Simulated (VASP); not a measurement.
Input:

```
C32Si31
1.0
    8.75833     0.00000     0.00000
    0.00000     8.75833     0.00000
    0.00000     0.00000     8.75833
Si C
31 32
Direct
  0.49927   0.99999   0.00044
  0.75030   0.24957   0.00071
  0.75030   0.00011   0.25019
  0.99986   0.99973   0.00035
  0.24980   0.24960   0.00026
  0.49996   0.49977   0.00067
  0.74978   0.74972   0.00037
  0.24973   0.99976   0.25015
  0.49838   0.25038   0.25109
  0.75011   0.50065   0.24999
  0.49999   0.00001   0.50040
  0.75011   0.24941   0.50126
  0.74980   0.99978   0.75025
  0.99997   0.49911   0.00048
  0.24970   0.75025   0.00055
  0.99978   0.24964   0.25021
  0.25037   0.49828   0.25076
  0.50067   0.75011   0.24981
  0.00002   0.99998   0.49970
  0.25049   0.25038   0.49884
  0.74991   0.74972   0.49656
  0.24985   0.00006   0.75067
  0.50077   0.24944   0.75054
  0.75005   0.49597   0.75043
  0.00016   0.75025   0.25010
  0.00022   0.49979   0.50038
  0.24943   0.75002   0.50107
  0.00024   0.24947   0.75084
  0.24948   0.50056   0.75060
  0.49619   0.74962   0.75030
  0.99996   0.74973   0.75019
  0.62567   0.12417   0.12484
  0.87594   0.37453   0.12441
  0.87593   0.12383   0.37514
  0.12491   0.12480   0.12540
  0.37458   0.37439   0.12521
  0.62528   0.62518   0.12523
  0.87487   0.87480   0.12517
  0.37459   0.12459   0.37508
  0.63937   0.36142   0.36209
  0.87540   0.62496   0.37462
  0.62528   0.12462   0.62575
  0.87546   0.37398   0.62562
  0.87491   0.12449   0.87547
  0.12420   0.62568   0.12462
  0.37458   0.87598   0.12427
  0.12475   0.37446   0.37497
  0.36125   0.63946   0.36157
  0.62507   0.87517   0.37459
  0.12438   0.12417   0.62617
  0.36144   0.36137   0.63986
  0.63924   0.63883   0.63950
  0.87526   0.87512   0.62606
  0.37471   0.12382   0.87636
  0.62517   0.37405   0.87579
  0.87531   0.62552   0.87573
  0.12387   0.87593   0.37505
  0.12479   0.62515   0.62572
  0.37424   0.87503   0.62547
  0.12389   0.37447   0.87648
  0.37420   0.62491   0.87580
  0.62559   0.87508   0.87569
  0.12473   0.87485   0.87532
```

All values below come from HSE06 screened hybrid, VASP's PBE PAW potentials (set 64) (plane waves; VASP). Numerical set-up: PREC = Normal, LREAL = Auto, ISYM = 0, EDIFF = 1E-5, 400 eV cut-off, 1×1×1 Γ-centred mesh, Gaussian smearing of 0.050 eV, potentials Si C. Starting moments (MAGMOM): 63*0.0317. The cell's moment is fixed (NUPDOWN = 2).

The supercell is sampled at Γ alone, which is coarse: total energies, pressure and levels can be off, energies of defects by several tenths of an eV.

Problem. Estimate the cell moment, energy per atom (σ→0).

Solution. 
- cell moment = 2.00 μB
- energy per atom (σ→0) = -8.607 eV/atom

Problem. Give the moment on each site (PAW-sphere projection).

Solution. 
```tsv
site	moment (μB)
Si1	0.01
Si2	0.00
Si3	0.00
Si4	0.00
Si5	0.00
Si6	0.00
Si7	0.00
Si8	0.00
Si9	-0.01
Si10	-0.01
Si11	0.00
Si12	-0.01
Si13	0.00
Si14	0.01
Si15	0.00
Si16	0.00
Si17	-0.01
Si18	-0.01
Si19	0.01
Si20	-0.01
Si21	0.01
Si22	0.00
Si23	-0.01
Si24	0.01
Si25	0.00
Si26	0.00
Si27	-0.01
Si28	0.00
Si29	-0.01
Si30	0.01
Si31	0.00
C32	0.03
C33	0.03
C34	0.03
C35	0.00
C36	0.00
C37	0.00
C38	0.00
C39	0.00
C40	0.36
C41	0.00
C42	0.00
C43	0.00
C44	0.00
C45	0.03
C46	0.03
C47	0.00
C48	0.37
C49	0.00
C50	0.03
C51	0.36
C52	-0.25
C53	-0.01
C54	0.03
C55	0.00
C56	-0.01
C57	0.03
C58	0.00
C59	0.00
C60	0.03
C61	0.00
C62	-0.01
C63	0.00
```

The absolute energy has meaning only against runs of the same code, potentials and settings.

The cell is a supercell with a defect, built from SiC (zinc blende): vac_Si. The cell's shape comes from a PBE relaxation.
